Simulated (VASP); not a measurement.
# Valence-band splitting and top-band hole masses of Ge (Fd-3m) under uniaxial [001] stress, TB-mBJ with spin-orbit coupling

The decision at stake is whether a p-type germanium channel that runs along [001] should be compressed or stretched along its length. Holes collect in the highest valence band, so a light top band along the current favours fast transport, and a wide gap to the next band keeps the holes there. We therefore ask how stress splits the top valence levels and how the mass of the top band changes with the sign of the strain. The levels are TB-mBJ energies with spin-orbit coupling, given as depths below the valence-band top at the zone centre. The cells are strained by up to 2 % along the axis and are free of stress across it.

## Set-up

The start is a typed prototype cell. The crystal was relaxed with PBEsol. Strain is imposed along [001]; the strain across the axis is adjusted until the stress across it vanishes, and the atoms are relaxed with PBEsol. VASP 6.6.1, plane waves with PAW, cutoff 470 eV, no spin polarisation. Band edges are single points at TB-mBJ with spin-orbit coupling on these cells, k mesh 7×7×7, read on short lines of k points at the zone centre and through the valleys; energies are counted from the valence-band top at the zone centre. Each level is the mean of a Kramers pair; masses are fitted within 0.05 1/Å of the zone centre and are rough where two bands nearly touch. All levels use the PAW data sets made with PBE.

Notes on method and selection:

- Runs that did not converge, have known faults or may not be shown are not listed, and runs on Ansatz's PAW sets soft_1 and soft_2 are kept to separate tables.

Columns:

- strain (%): strain along the axis (tension positive).
- second level (eV): second valence level below the top at Γ.
- third level (eV): third valence level below the top at Γ.
- mass, axis (mₑ): mass of the top hole band along the axis.
- mass, across (mₑ): mass of the top hole band across the axis.

Input lines of one member:

```
PREC = Accurate
ENCUT = 470
EDIFF = 1E-06
NELM = 150
ISMEAR = 0
SIGMA = 0.02
LREAL = .FALSE.
ALGO = Normal
METAGGA = MBJ
LASPH = .TRUE.
LNONCOLLINEAR = .TRUE.
NBANDS = 38
GGA_COMPAT = .FALSE.
LSORBIT = .TRUE.
KPAR = 2
```

Command (options for logging and memory left out): `mpirun -np 2 vasp_ncl`

## Computed values

| member | sign of the strain | strain (%) | second level (eV) | third level (eV) | mass, axis (mₑ) | mass, across (mₑ) |
| --- | --- | --- | --- | --- | --- | --- |
| −2 % | compression | −2.0 | 0.1661 | 0.398 | 0.036 | 0.162 |
| −1.5 % | compression | −1.5 | ? | ? | ? | ? |
| −1 % | compression | −1.0 | 0.0779 | 0.326 | 0.037 | 0.157 |
| −0.5 % | compression | −0.5 | 0.0373 | 0.296 | 0.054 | 0.160 |
| 0 % | compression | 0.0 | 0.0008 | 0.275 | 0.229 | 0.216 |
| 0 % | tension | 0.0 | 0.0008 | 0.275 | 0.229 | 0.216 |
| +0.5 % | tension | 0.5 | 0.0338 | 0.295 | 0.227 | 0.086 |
| +1 % | tension | 1.0 | 0.0614 | 0.320 | 0.224 | 0.069 |
| +1.5 % | tension | 1.5 | 0.0834 | 0.350 | 0.224 | 0.063 |
| +2 % | tension | 2.0 | 0.1002 | 0.385 | 0.221 | 0.058 |

Cells marked ? are withheld until the estimate has been made.

Least-squares fits to the members shown, with x = strain (%); R² and errors in the fitted variable (y, or ln y where the fit is in ln y):

| y | sign of the strain | members | fit | R² | rms residual | leave-one-out rms | the same for the mean of the others |
| --- | --- | --- | --- | --- | --- | --- | --- |
| third level (eV) | compression | 4 | y = 0.2690 − 0.06257 x | 0.99 | 0.0050 | 0.014 | 0.062 |
| third level (eV) | tension | 5 | y = 0.2700 + 0.05500 x | 0.99 | 0.0042 | 0.0087 | 0.049 |
| second level (eV) | compression | 4 | y = −0.002240 − 0.08316 x | 1.00 | 0.0026 | 0.0074 | 0.082 |
| second level (eV) | tension | 5 | y = 0.006240 + 0.04968 x | 0.98 | 0.0045 | 0.0094 | 0.044 |

## Reading the trend

Compression makes the top band light along the axis, and tension makes it light across the axis. At 2 % strain the axial mass is 0.036 mₑ under compression and 0.221 mₑ under tension, a ratio of 0.221 / 0.036 = 6.1. Across the axis the order is reversed, with 0.162 against 0.058 mₑ.

The reason lies in the p orbitals that form the band top. Compression along $z$ raises the state rich in $p_z$, which disperses strongly along its own lobes and so is light along the axis. Tension raises the pair built from $p_x$ and $p_y$ alone, which is heavy along the axis and lighter across it.

The second level lies 0.1661 eV below the top at −2 % but only 0.1002 eV below it at +2 %. Strain mixes the $p_z$-rich state with the level that spin-orbit coupling has split off below, and this mixing pushes the $p_z$-rich state upward for either sign of strain. Under compression that state is the top one and the push widens the splitting; under tension it is the second one and the push narrows it.

The third level deepens both ways from 0.275 eV, and ever faster. Under compression the slope grows from (0.296 − 0.275) / 0.5 = 0.042 eV per % in the first half per cent to (0.398 − 0.326) / 1.0 = 0.072 eV per % between −1 % and −2 %.

Without strain, cubic symmetry requires the two top levels to coincide and the two masses to be equal. The 0.0008 eV between the levels is numerical, and the masses there are rough because the bands touch.

For current along [001] the choice is compression. At −0.5 % the second level is only 0.0373 eV down, little more than the thermal energy at room temperature (roughly 0.026 eV), so many holes would still occupy the second band. At −2 % most would sit in the light one.

## An estimate before looking

Plain estimates from the members shown:

- −1.5 % (compression), fit at x = −1.5: 0.363 eV
- −1.5 % (compression), straight-line interpolation between −2 % and −1 %: w = (−1.5 − (−2.0)) / (−1.0 − (−2.0)) = 0.500, so 0.398 + 0.500 × (0.326 − 0.398) = 0.362 eV

The third level curves upward with strain, so a straight line drawn between −2 % and −1 % runs slightly too high at −1.5 %, and the linear fit shares that fault. We use instead the standard model of p states with spin-orbit splitting $\Delta$ and a strain term $\delta$ proportional to strain, positive under compression. In compression the third level lies at

$$S=\sqrt{\Delta^2+\Delta\,\delta+\tfrac{9}{4}\delta^2}$$

below the top. In tension the second and third levels add up to $\Delta-\tfrac{3}{2}\delta$.

The unstrained row gives $\Delta$ = 0.275 eV. The +2 % row gives the size of $\delta$ per per cent of strain: (0.1002 + 0.385 − 0.275) / (1.5 × 2) = 0.0701 eV.

No strained compression row has entered so far, so those three rows test the route. It reproduces the table's 0.398, 0.326 and 0.296 eV at −2, −1 and −0.5 % to within 0.001 eV each.

At −1.5 %, $\delta$ = 1.5 × 0.0701 = 0.105 eV, and $S$ = √(0.275² + 0.275 × 0.105 + 9 × 0.105² / 4) = 0.360 eV. This is about 0.002 eV below the straight-line interpolation, as the curvature requires. The atoms have no internal displacement that could add a further shift.

With only three tests and a table printed to 0.001 eV, we take that step as the standard deviation.

**Committed estimate, −1.5 % (compression): third level = 0.360 ± 0.001 eV.**

## Outcome

| member | sign of the strain | strain (%) | second level (eV) | third level (eV) | mass, axis (mₑ) | mass, across (mₑ) |
| --- | --- | --- | --- | --- | --- | --- |
| −1.5 % | compression | −1.5 | 0.1207 | 0.360 | 0.034 | 0.159 |

| member | estimate | third level (eV) | computed | estimate − computed | miss in error bars |
| --- | --- | --- | --- | --- | --- |
| −1.5 % (compression) | committed | 0.360 | 0.360 | 0.000 | 0.0 |
| −1.5 % (compression) | fit | 0.363 | 0.360 | +0.003 |  |
| −1.5 % (compression) | interpolation | 0.362 | 0.360 | +0.002 |  |

The estimate of 0.360 eV equals the computed third level to the printed digit and so lies inside its error bar of 0.001 eV. The interpolation was 0.002 eV too high and the linear fit 0.003 eV too high, as expected for straight lines laid across a level that deepens ever faster.

The p-state model also passes a test on a column that was not predicted. Under compression it places the second level at $(S-\Delta)/2+\tfrac{3}{4}\delta$ below the top. At −1.5 % this gives (0.360 − 0.275) / 2 + 3 × 0.105 / 4 = 0.121 eV, and the table has 0.1207 eV.

The strain term was taken from the +2 % row, yet it describes both levels under compression. This supports the mechanism: a splitting of the p states proportional to strain, together with the mixing it causes between the $p_z$-rich state and the split-off level, accounts for the difference between compression and tension.

## Members off the line

Least-squares fits to the whole series, with x = strain (%); R² and errors in the fitted variable (y, or ln y where the fit is in ln y):

| y | sign of the strain | members | fit | R² | rms residual | leave-one-out rms | the same for the mean of the others |
| --- | --- | --- | --- | --- | --- | --- | --- |
| third level (eV) | compression | 5 | y = 0.2690 − 0.06200 x | 0.99 | 0.0046 | 0.0096 | 0.055 |
| third level (eV) | tension | 5 | y = 0.2700 + 0.05500 x | 0.99 | 0.0042 | 0.0087 | 0.049 |
| second level (eV) | compression | 5 | y = −0.002240 − 0.08280 x | 1.00 | 0.0024 | 0.0050 | 0.073 |
| second level (eV) | tension | 5 | y = 0.006240 + 0.04968 x | 0.98 | 0.0045 | 0.0094 | 0.044 |

Largest departures from the fit to the whole series:

| member | sign of the strain | third level (eV) | fit | computed − fit | in rms residuals |
| --- | --- | --- | --- | --- | --- |
| 0 % | compression | 0.275 | 0.269 | +0.006 | 1.3 |
| 0 % | tension | 0.275 | 0.270 | +0.005 | 1.2 |
| +1 % | tension | 0.320 | 0.325 | −0.005 | 1.2 |
| +2 % | tension | 0.385 | 0.380 | +0.005 | 1.2 |

No third level stands out. The largest departures from the straight-line fits are 0.005 to 0.006 eV, positive at zero and +2 % strain and negative at +1 %. That is the pattern left by a straight line drawn through an upward-curving series. The p-state model, which has this curvature, gives 0.320 eV at +1 %, as in the table.

The unstrained row needs a correction of another kind. We treated its cell as cubic and called the 0.0008 eV between the two top levels numerical. In fact the width across the axis was adjusted in this cell too, which left it very slightly narrower across the axis than along it. The strain term used for the estimate turns so small a distortion into a splitting of about this size, so the 0.0008 eV is the levels' response to a leftover strain in the sense of tension. The same strain deepens the third level by about half as much, 0.0008 / 2 = 0.0004 eV, so taking $\Delta$ from this row costs less than the table's step of 0.001 eV. It may also contribute to the difference between the two unstrained masses, 0.229 and 0.216 mₑ, but we cannot separate that from the roughness of the fits.

The axial mass at −0.5 % is more doubtful. It is 0.054 mₑ, against 0.034 to 0.037 mₑ at stronger compression. A parabolic band of 0.036 mₑ falls by $\hbar^2k^2/2m$, or about 3.8 × 0.05² / 0.036 = 0.26 eV, by the edge of the fitting range (with $\hbar^2/2m_e$ ≈ 3.8 eV Å²). The second level is only 0.0373 eV down, so the light band probably crosses the heavy one inside that range, and a fit to the uppermost band would then come out too heavy. At stronger compression the crossing moves outward but may still lie inside the range, so those light masses are rough too. We give no physical meaning to the slight dip to 0.034 mₑ at −1.5 %.

## Rules of thumb and their limits

Between −2 % and +2 % strain, the unstrained spin-orbit splitting and one strain term reproduce the third level to about 0.001 eV. The linear fit under compression has a leave-one-out error of 0.0096 eV.

For a channel along [001], a useful target is a second level 0.1 eV down, roughly four times the thermal energy at room temperature. Interpolation puts this at a compression of 1 + 0.5 × (0.1 − 0.0779) / (0.1207 − 0.0779) = 1.3 %. Tension needs 2 % for the same splitting and leaves the top band heavy along the channel.

The contrast in axial mass is sixfold, so an error of some tens of per cent in the TB-mBJ masses would not reverse the choice of compression. Hole mobility also depends on scattering, which these band energies do not include.

[Logs are printed without paths, hosts, clocks, repeated set-up lines and the standing remarks that a program may print on its own settings, such as how far it seeks lower states.]
